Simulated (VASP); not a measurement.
```
CELL_PARAMETERS angstrom
      1.77844    -3.08035     0.00000
      1.77844     3.08035     0.00000
      0.00000     0.00000     5.12190
ATOMIC_POSITIONS crystal
  Pt 0.00000 0.00000 0.00000
  S  0.33333 0.66667 0.23888
  S  0.66667 0.33333 0.76112
```

All values below come from r2SCAN+rVV10, VASP's PBE PAW potentials (set 64) (plane waves; VASP). Run with 520 eV cut-off, 8×8×5 Γ-centred mesh, tetrahedra with Blöchl corrections, potentials Pt S.

The cores are frozen, which limits the accuracy of field gradients.

Question: Give the principal components of the electric field gradient (V/Å²) and the asymmetry η at each nucleus.

Answer: 
| atom | Vxx | Vyy | Vzz | η |
|---|---|---|---|---|
| Pt1 | -71.3 | -71.3 | 142.6 | 0.00 |
| S2 | 29.1 | 29.1 | -58.2 | 0.00 |
| S3 | 29.1 | 29.1 | -58.2 | 0.00 |

The compound is PtS2 in the 1T layered structure. It was relaxed first.
